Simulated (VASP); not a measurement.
Data:

```
Li2S
1.0
    0.00000     2.85219     2.85219
    2.85219     0.00000     2.85219
    2.85219     2.85219     0.00000
Li S
2 1
Direct
  0.25000   0.25000   0.25000
  0.75000   0.75000   0.75000
  0.00000   0.00000   0.00000
```

All values below come from PBE GGA, VASP's PBE PAW potentials (set 64) (plane waves; VASP). Run with 520 eV cut-off, Gaussian smearing of 0.050 eV, potentials Li_sv S.

**Question.** Give the energies of bands 4 to 9 at the high-symmetry points, in eV from the valence-band maximum.

**Answer.** 
| band | Γ | X | U | L | W |
|---|---|---|---|---|---|
| 4 | 0.00 | -2.15 | -2.06 | -2.86 | -1.81 |
| 5 | 0.00 | -1.41 | -1.96 | -0.51 | -1.81 |
| 6 | 0.00 | -1.41 | -1.14 | -0.51 | -1.75 |
| 7 | 4.26 | 3.39 | 4.59 | 6.10 | 5.47 |
| 8 | 6.23 | 7.09 | 8.04 | 6.57 | 7.28 |
| 9 | 6.23 | 11.07 | 9.45 | 6.57 | 8.89 |

The gap is indirect, 3.39 eV, from the valence maximum at Γ to the conduction minimum at X.

The compound is Li2S in the antifluorite structure. It was relaxed first.
